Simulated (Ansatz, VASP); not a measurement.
# Cross-check of ZnS between VASP and Ansatz

Wanted: the spread between two codes on one cell, functional and k mesh. The cell is taken from a series of runs on this material, whose earlier steps may have relaxed, scaled, displaced or heated it; both programs get it as it stands.

Calculated with Ansatz 0.2.0; plane waves, with VASP 6.6.1 beside it; relaxation of cell and atoms at LDA and zone-centre phonons at LDA.

**1. The starting structure**

It takes space group F-43m (No. 216, cubic). The conventional cell has a = 5.297 Å, b = 5.297 Å, c = 5.297 Å, α = 90.00°, β = 90.00°, γ = 90.00°. Nearest to S lie 4 Zn at 2.29 Å. Nearest to Zn lie 4 S at 2.29 Å. Farther neighbours and most contacts between anions are not listed.

**2. Ansatz: relaxation of cell and atoms, LDA**

Ansatz runs on its PAW soft_1 files.

The relaxed volume is the usual yardstick between codes: in a stiff, nearly cubic crystal its relative difference is about their pressure difference at one cell divided by the bulk modulus.

File input.yaml:

```yaml
crystal:
  lattice:
    - [0.0, 2.6484291755, 2.6484291755]
    - [2.6484291755, 0.0, 2.6484291755]
    - [2.6484291755, 2.6484291755, 0.0]
  atoms:
    - { symbol: S, position: [0.0, 0.0, 0.0] }
    - { symbol: Zn, position: [0.75, 0.75, 0.75] }
kpoints:
  mp_grid: { grid: [12, 12, 12] }
hamiltonian:
  xc: lda
  pseudopotentials: { kind: paw, azcp: { folder: soft_1 }, xc_functional: pbe }
scf:
  occupations: { method: fixed }
output:
  forces: true
  stress: true
  eigenvalues: true
relax:
  adjacent_minimum: "off"
  f_tol: 0.001
  max_steps: 60
  cell: { stress_tol: 0.01 }
```

Run with:

```sh
ansatz run input.yaml --threads 4 --pin off --max-ram 10240MiB --backend cpu --events-out ev --progress --plain --runs-dir out
```

Numbers of over 12 decimals in the logs are rounded to 6 here.

The program printed:

```text
Engine: ansatz 0.2.0, x86_64-unknown-linux-gnu
Pseudopotentials: kind: paw
Pseudopotential: S, paw, valence charge 6, recommended cutoff 420 eV (normal), soft_1/S.paw.azcp
Pseudopotential: Zn, paw, valence charge 12, recommended cutoff 420 eV (normal), soft_1/Zn.paw.azcp
Functional definition: SPW92
  exchange = slater_x
  correlation = pw_c
Crystal: 2 atoms, lattice volume = 37.153 Å³
Basis set: ecut = 420 eV, 725 PW (Γ)
Bands: 13, of which v1, the nominal top of the filled ones, is band 9 counted from 1 (8 counted from 0)
Symmetry: 24 space group operations
Space group: F-43m (ITA 216), of the structure as read, at distance tolerance 3.3e-5 Å
k-points: 72 of 1728 (time reversal used)
Non-local potential: S, projectors of the file, l = 0: 2, l = 1: 2, l = 2: 1
Non-local potential: Zn, projectors of the file, l = 0: 2, l = 1: 2, l = 2: 3, l = 3: 1
PAW form: soft (Blöchl's): semilocal exchange-correlation on the pseudo side does not see the compensation charge
PAW frozen core: S, regenerated for the run's functional, and the local potential with it (the file was generated under x = pbe(κ = 0.804, μ = 0.219515), c = pbe(β = 0.066725))
PAW frozen core: Zn, regenerated for the run's functional, and the local potential with it (the file was generated under x = pbe(κ = 0.804, μ = 0.219515), c = pbe(β = 0.066725))
PAW one-centre angular grid: S, 110 points (default); XC on 64 Gauss nodes
PAW one-centre angular grid: Zn, 590 points (default); XC on 64 Gauss nodes
Initial density: superposition of atomic densities (chi_scale 0.1, normalization cell, long waves kept (reshape's long-wave potential 0.00 eV rms))
Initial wavefunctions: pseudopotential atomic-orbital guess
Functional: x = slater, c = lda
SCF iter   1: F=—  HF=-4117.546331 eV  |F-HF|=—  |Δ(HF+E_count)|=         —  Δρ=3.82e-2  dr2=3.38e-1  ethr=3.10e-3  ⟨swp⟩=5.2  Hψ=5615  notcnv=0  defer=130
preconditioner: auto → none  [insulator: Δε(μ)=2.378 eV  Ē_g=12.788 eV  n_scr=14 (ndim 8)  ℏωp=25.8 eV  f_vac=0.000  ε∞_Penn≈5.1]
SCF iter   2: F=—  HF=-4117.458625 eV  |F-HF|=—  |Δ(HF+E_count)|=   8.77e-2  Δρ=1.46e-2  dr2=4.10e-2  ethr=1.88e-3  ⟨swp⟩=2.3  Hψ=2204  notcnv=0  defer=133
SCF iter   3: F=—  HF=-4117.447561 eV  |F-HF|=—  |Δ(HF+E_count)|=   1.11e-2  Δρ=9.77e-3  dr2=1.74e-2  ethr=2.28e-4  ⟨swp⟩=2.0  Hψ=1663  notcnv=0  defer=137
SCF iter   4: F=—  HF=-4117.442809 eV  |F-HF|=—  |Δ(HF+E_count)|=   4.75e-3  Δρ=2.34e-3  dr2=1.32e-3  ethr=9.65e-5  ⟨swp⟩=2.0  Hψ=2238  notcnv=0  defer=138
SCF iter   5: F=—  HF=-4117.442636 eV  |F-HF|=—  |Δ(HF+E_count)|=   1.73e-4  Δρ=6.23e-4  dr2=8.19e-5  ethr=7.36e-6  ⟨swp⟩=2.1  Hψ=1596  notcnv=0  defer=138
SCF iter   6: F=—  HF=-4117.442649 eV  |F-HF|=—  |Δ(HF+E_count)|=   1.28e-5  Δρ=1.28e-4  dr2=2.71e-6  ethr=4.55e-7  ⟨swp⟩=2.4  Hψ=1561  notcnv=0  defer=2
SCF iter   7: F=-4117.442648 eV  HF=-4117.442648 eV  |F-HF|=1.25e-7  |Δ(HF+E_count)|=   4.93e-7  Δρ=2.01e-5  dr2=6.91e-8  ethr=5.56e-10  ⟨swp⟩=6.7  Hψ=6946  notcnv=0
SCF 1 converged in 7 iterations: F = -4117.442648 eV  dr2 = 6.91e-8
  greatest PAW one-centre occupation: 0.983 electrons in one spin orbital (limit 2), on the Zn atom at site 1 (counted from 0), in its partial waves of l = 2
relax step   1: F+E_penalty+E_count = -4117.44264836 eV  Δ(F+E_penalty+E_count) = +0.000e0 eV  max|allowed force component| = 2.128e-16 eV/Å  Δτ_max = 0.0000 Å  P = -0.012 GPa  Ω = 37.153 Å³  (7 SCF iters, dr2 threshold 1.00e-7 eV, accepted)
[...]
relax step   2: F+E_penalty+E_count = -4117.44264976 eV  Δ(F+E_penalty+E_count) = -1.396e-6 eV  max|allowed force component| = 5.435e-17 eV/Å  Δτ_max = 0.0000 Å  P = -0.006 GPa  Ω = 37.150 Å³  energy of the carried Pulay correction = +1.139e-6 eV  (4 SCF iters, dr2 threshold 3.79e-10 eV, accepted)
[...]
relax step   3: F+E_penalty+E_count = -4117.44264976 eV  Δ(F+E_penalty+E_count) = -9.095e-13 eV  max|allowed force component| = 9.021e-17 eV/Å  Δτ_max = 0.0000 Å  P = -0.006 GPa  Ω = 37.150 Å³  stress off target by 5.86e-3 GPa  SCF on the basis re-selected at this cell (its energy is not comparable with the rows above)  (6 SCF iters)
basis re-selected at this cell: Δ(F+E_penalty+E_count) = -9.095e-13 eV, ΔP = -0.000 GPa vs the last step (what re-selecting the basis moved, of the pressure what is left beyond the Pulay correction that the steps carried, after the strain that the cell walked since its last selection, with what the two solves' SCF thresholds leave and, on support functions, any second-order correction that the steps lacked; it is no  [...]
SCF converged after 6 iterations
Free energy (F): -4117.442650 eV
Harris-Foulkes:  -4117.442650 eV  (|F-HF|=9.09e-13)
Internal energy: -4117.442650 eV  (E = F + TS)
E sigma→0 (E₀):  -4117.442650 eV
Fermi energy:    6.298101 eV
--- Per-component energies (eV) ---
  E_band       = 8.499792
  E_kinetic    = 255.850522
  E_local      = -2233.097684  (includes V_loc(G=0)·N_el)
  E_nonlocal   = 857.444987
  E_hartree    = 848.180486
  E_xc         = -166.839739
  E_vxc        = -135.719637  (∫ρ·V_xc dr)
  E_paw        = -2401.924939  (= ΣΔE_a)
  E_vpaw       = -432.339116  (= ΣTr[D̂ρ^β])
  E_aug_tail   = -0.000258  (compensation charges beyond the density's cutoff)
  E_ewald      = -1278.766365
  E_core_change = 1.710341  (= ΣΔE_core)
  E_smearing   = -0.000000  (= −TS)
  E_closure    = 0.000000  (closes the sum)
  Σ components = -4117.442650   (vs F -4117.442650, Δ=0.00e0)
--- Forces (eV/Å), atoms counted from 1 ---
  atom   1  S     -0.00000000     0.00000000     0.00000000
  atom   2  Zn     0.00000000    -0.00000000    -0.00000000
  max |Σ_I F_I| component: 5.09e-17 eV/Å
--- Stress (GPa, compression-positive) ---
       -0.005864      -0.000000       0.000000
       -0.000000      -0.005864       0.000000
       -0.000000       0.000000      -0.005864
  P = ⅓ Tr σ = -0.0059 GPa (-0.059 kbar)
--- Band table (eV; the first three rows and the last of 72) ---
  k-point 0: bands = [... 5 lower, 0.1084, 6.2981, 6.2981, 6.2981, 8.4174, 12.4672, 12.4672, 12.4672]
  k-point 1: bands = [... 5 lower, 0.1072, 5.6610, 6.2198, 6.2198, 8.9054, 12.4036, 12.5995, 12.5995]
  k-point 2: bands = [... 5 lower, 0.1058, 4.4829, 6.0193, 6.0193, 9.5321, 12.5147, 12.9015, 12.9015]
  k-point 71: bands = [... 5 lower, 0.5833, 1.3201, 3.1883, 3.2863, 11.8024, 12.4468, 14.0808, 14.2587]
--- Relaxed structure (2 steps of the walk, 2 accepted, 1 SCFs on fresh bases) ---
  F+E_penalty+E_count = -4117.44264976 eV   max|allowed force component| = 9.021e-17 eV/Å   (the final SCF, on the basis selected at the relaxed cell)
  cell:  # Å, volume = 37.1501 Å³
    - [0, 2.648358, 2.648358]
    - [2.648358, 0, 2.648358]
    - [2.648358, 2.648358, 0]
  atoms:
    - { symbol: S, position: [0, 0, 0] }
    - { symbol: Zn, position: [0.75, 0.75, 0.75] }
```

**3. VASP: relaxation of cell and atoms, LDA**

The same cell, functional (in two slightly different forms) and mesh now go to VASP, with its own data sets.

Lines of VASP's logs that name or quote its potential files are left out, and so is its time.

File INCAR:

```
SYSTEM = ZnS
PREC = Accurate
ENCUT = 500
EDIFF = 1E-07
NELM = 120
ISMEAR = 0
SIGMA = 0.01
LREAL = .FALSE.
ALGO = Normal
GGA = PW92
NBANDS = 15
LORBIT = 11
LWAVE = .FALSE.
LCHARG = .FALSE.
ISIF = 3
IBRION = 2
NSW = 80
EDIFFG = -0.005
LASPH = .TRUE.
GGA_COMPAT = .FALSE.
NELMIN = 4
EFERMI = MIDGAP
KPAR = 2
```

File POSCAR:

```
ZnS
1.0
    0.0000000000      2.6484290000      2.6484290000
    2.6484290000      0.0000000000      2.6484290000
    2.6484290000      2.6484290000      0.0000000000
S Zn
1 1
Direct
    0.0000000000      0.0000000000      0.0000000000
    0.7500000000      0.7500000000      0.7500000000
```

File KPOINTS:

```
Automatic mesh
0
Gamma
12 12 12
0 0 0
```

PAW data sets: S and Zn (LDA family, release 64).

Run with:

```sh
mpirun -np 2 vasp_std
```

The program printed:

```text
[banner, memory and clock lines left out]
running    2 mpi-ranks, on    1 nodes
 distrk:  each k-point on    1 cores,    2 groups
 distr:  one band on    1 cores,    1 groups

 POSCAR found type information on POSCAR S Zn
 POSCAR found :  2 types and       2 ions
|                                                                             |
|               ----> ADVICE to this user running VASP <----                  |
|                                                                             |
|     You enforced a specific xc type in the INCAR file but a different       |
|     [... a line on the potential file left out ...]
|     I HOPE YOU KNOW WHAT YOU ARE DOING!                                     |
|                                                                             |

 LDA part: xc-table for (Slater(with rela. corr.)+PW92), standard interpolation
 POSCAR, INCAR and KPOINTS ok, starting setup
 FFT: planning ... GRIDC
 FFT: planning ... GRID_SOFT
 FFT: planning ... GRID
 WAVECAR not read
 entering main loop
       N       E                     dE             d eps       ncg     rms          rms(c)
DAV:   1     0.815936040858E+02    0.81594E+02   -0.84578E+03  2160   0.141E+03
DAV:   2    -0.320734605098E+01   -0.84801E+02   -0.79237E+02  2391   0.267E+02
DAV:   3    -0.858873111068E+01   -0.53814E+01   -0.53533E+01  2755   0.646E+01
DAV:   4    -0.864450944986E+01   -0.55778E-01   -0.55762E-01  2489   0.677E+00
DAV:   5    -0.864512205788E+01   -0.61261E-03   -0.61259E-03  2790   0.702E-01    0.765E+00
DAV:   6    -0.824202964006E+01    0.40309E+00   -0.80356E-01  3220   0.337E+01    0.586E+00
DAV:   7    -0.821243568141E+01    0.29594E-01   -0.25413E-01  2622   0.538E+00    0.279E+00
DAV:   8    -0.820635015495E+01    0.60855E-02   -0.57023E-03  3202   0.132E+00    0.647E-01
DAV:   9    -0.820579211883E+01    0.55804E-03   -0.12285E-03  2482   0.269E-01    0.797E-02
DAV:  10    -0.820580743247E+01   -0.15314E-04   -0.84337E-05  2692   0.862E-02    0.231E-02
DAV:  11    -0.820580453885E+01    0.28936E-05   -0.99689E-06  3366   0.694E-02    0.427E-03
DAV:  12    -0.820580464885E+01   -0.11000E-06   -0.11883E-06  2573   0.126E-02    0.182E-03
DAV:  13    -0.820580465360E+01   -0.47507E-08   -0.52267E-08  1689   0.222E-03
   1 F= -.82058047E+01 E0= -.82058047E+01  d E =-.820580E+01
 curvature:   0.00 expect dE= 0.000E+00 dE for cont linesearch  0.000E+00
 trial: gam= 0.00000 g(F)=  0.449E-46 g(S)=  0.136E-03 ort = 0.000E+00 (trialstep = 0.100E+01)
 search vector abs. value=  0.136E-03
 bond charge predicted
       N       E                     dE             d eps       ncg     rms          rms(c)
DAV:   1    -0.820777032096E+01   -0.19657E-02   -0.21216E-02  2636   0.330E+00    0.315E-01
DAV:   2    -0.820609340867E+01    0.16769E-02   -0.51058E-03  2678   0.216E+00    0.122E-01
DAV:   3    -0.820589856101E+01    0.19485E-03   -0.20441E-04  2673   0.170E-01    0.557E-02
DAV:   4    -0.820584733079E+01    0.51230E-04   -0.28092E-05  2896   0.981E-02    0.270E-02
DAV:   5    -0.820583914874E+01    0.81821E-05   -0.71263E-06  3239   0.456E-02    0.549E-03
DAV:   6    -0.820583891331E+01    0.23543E-06   -0.17116E-06  2370   0.129E-02    0.241E-03
DAV:   7    -0.820583892717E+01   -0.13860E-07   -0.75010E-08  1215   0.288E-03
   2 F= -.82058389E+01 E0= -.82058389E+01  d E =-.342736E-04
 trial-energy change:   -0.000034  1 .order   -0.000032   -0.000136    0.000072
 step:   0.6686(harm=  0.6542)  dis= 0.00000  next Energy=    -8.205851 (dE=-0.461E-04)
 bond charge predicted
       N       E                     dE             d eps       ncg     rms          rms(c)
DAV:   1    -0.820606209052E+01   -0.22318E-03   -0.23164E-03  2650   0.109E+00    0.105E-01
DAV:   2    -0.820587754520E+01    0.18455E-03   -0.56821E-04  2685   0.737E-01    0.404E-02
DAV:   3    -0.820585615531E+01    0.21390E-04   -0.22774E-05  2723   0.605E-02    0.185E-02
DAV:   4    -0.820585049536E+01    0.56599E-05   -0.33248E-06  2903   0.337E-02    0.904E-03
DAV:   5    -0.820584958522E+01    0.91014E-06   -0.78929E-07  3211   0.153E-02    0.190E-03
DAV:   6    -0.820584955336E+01    0.31854E-07   -0.18844E-07  1746   0.437E-03
   3 F= -.82058496E+01 E0= -.82058496E+01  d E =-.448998E-04
 curvature:  -0.33 expect dE=-0.118E-07 dE for cont linesearch -0.118E-07
 trial: gam= 0.00000 g(F)=  0.117E-44 g(S)=  0.363E-07 ort =-0.222E-05 (trialstep = 0.934E+00)
 search vector abs. value=  0.364E-07
 reached required accuracy - stopping structural energy minimisation
```

OUTCAR, selected parts (step 3):

```text
ion  position               nearest neighbor table
   1  0.000  0.000  0.000-   2 2.29   2 2.29   2 2.29   2 2.29
   2  0.750  0.750  0.750-   1 2.29   1 2.29   1 2.29   1 2.29

  LATTYP: Found a face centered cubic cell.
 ALAT       =     5.2968580000

 Subroutine GETGRP returns: Found 24 space group operations
 (whereof 24 operations were pure point group operations)

The static configuration has the point symmetry T_d .

 Found     72 irreducible k-points:

   k-points           NKPTS =     72   k-points in BZ     NKDIM =     72   number of bands    NBANDS=     15

   dimension x,y,z NGX =    28 NGY =   28 NGZ =   28
   dimension x,y,z NGXF=    56 NGYF=   56 NGZF=   56

   ENCUT  =  500.0 eV  36.75 Ry    6.06 a.u.   6.83  6.83  6.83*2*pi/ulx,y,z

   NELECT =      18.0000    total number of electrons

 k-points in reciprocal lattice and weights: Automatic mesh
   0.00000000  0.00000000  0.00000000       0.001
   0.08333333  0.00000000  0.00000000       0.005
   0.16666667  0.00000000  0.00000000       0.005
   0.25000000  0.00000000  0.00000000       0.005
   0.33333333  0.00000000  0.00000000       0.005
   0.41666667  0.00000000  0.00000000       0.005
   0.50000000  0.00000000  0.00000000       0.002
   0.08333333  0.08333333  0.00000000       0.003
   0.16666667  0.08333333  0.00000000       0.014
[...]
-0.33333333  0.50000000  0.16666667       0.007
  -0.25000000  0.50000000  0.25000000       0.003

 average (electrostatic) potential at core
       1 -88.7763       2 -37.0706

 E-fermi :   3.5698

 k-point     1 :       0.0000    0.0000    0.0000
  band No.  band energies     occupation
    ...
      5      -3.7058      2.00000
      6      -3.7058      2.00000
      7       2.4938      2.00000
      8       2.4938      2.00000
      9       2.4938      2.00000
     10       4.6458      0.00000
     11       8.7082      0.00000
     12       8.7082      0.00000
     13       8.7082      0.00000
     14      14.3212      0.00000
    ...

 k-point     2 :       0.0833    0.0000    0.0000
  band No.  band energies     occupation
    ...
      5      -3.7070      2.00000
      6      -3.7070      2.00000
      7       1.8603      2.00000
      8       2.4159      2.00000
      9       2.4159      2.00000
     10       5.1308      0.00000
     11       8.6436      0.00000
     12       8.8411      0.00000
     13       8.8411      0.00000
     14      13.9380      0.00000
    ...

 k-point     3 :       0.1667    0.0000    0.0000
  band No.  band energies     occupation
    ...
      5      -3.7084      2.00000
      6      -3.7084      2.00000
      7       0.6847      2.00000
      8       2.2165      2.00000
      9       2.2165      2.00000
     10       5.7570      0.00000
     11       8.7525      0.00000
     12       9.1440      0.00000
     13       9.1440      0.00000
     14      13.4426      0.00000
    ...

  Total       -0.0007079     -0.0007079     -0.0007079      0.0000000      0.0000000     -0.0000000
  in kB       -0.0304647     -0.0304647     -0.0304647      0.0000000      0.0000000     -0.0000000
  external PRESSURE =      -0.0304647 kB  Pullay stress =       0.0000000 kB

  energy-cutoff  :      500.00
  volume of cell :       37.23
      direct lattice vectors                 reciprocal lattice vectors
    -0.000000000  2.650279810  2.650279810    -0.188659325  0.188659325  0.188659325
     2.650279810  0.000000000  2.650279810     0.188659325 -0.188659325  0.188659325
     2.650279810  2.650279810  0.000000000     0.188659325  0.188659325 -0.188659325

 POSITION                                       TOTAL-FORCE (eV/Angst)
 -----------------------------------------------------------------------------------
      0.00000      0.00000      0.00000        -0.000000     -0.000000     -0.000000
      3.97542      3.97542      3.97542         0.000000      0.000000      0.000000
 -----------------------------------------------------------------------------------
    total drift:                                0.000001      0.000001      0.000001

  FREE ENERGIE OF THE ION-ELECTRON SYSTEM (eV)
  ---------------------------------------------------
  free  energy   TOTEN  =        -8.2058495534 eV

  energy  without entropy=       -8.2058495534  energy(sigma->0) =       -8.20584955

 reached required accuracy - stopping structural energy minimisation

 total charge
# of ion       s       p       d       tot
------------------------------------------
    1        1.312   2.443   0.000   3.756
    2        0.550   0.539   9.805  10.894
--------------------------------------------------
tot          1.862   2.982   9.805  14.650

[... 3 further parts left out ...]
```

The run keeps the 24 symmetry operations of its start, so it cannot find a distortion of lower symmetry.

**4. Side by side**

Known differences besides the potentials themselves: fixed occupations in Ansatz, narrow Gaussian smearing in VASP; the cutoff is 420 eV in Ansatz and 500 eV in VASP; VASP's log shows a relativistic correction to its local exchange, Ansatz's none; Ansatz adds a Pulay correction to the stress that steers its cell, VASP none. Total energies have different zeros and are not compared.

The two programs side by side:

| quantity | Ansatz | VASP | difference |
| --- | --- | --- | --- |
| volume (Å³) | 37.15 | 37.23 | -0.22 % |
| edge a after relaxation, in the typed setting (Å) | 3.745 | 3.748 | -0.07 % |

[end of part 1 of 2]

[Lines on the potential files, build, host, timing and source positions are cut from VASP's logs without a mark.]

[Logs are printed without paths, hosts, clocks, repeated set-up lines and the standing remarks that a program may print on its own settings, such as how far it seeks lower states.]

[Hosts, paths, dates, database ids (printed as entryN), source tags and the programs' standing remarks are cut or masked in the printed files.]
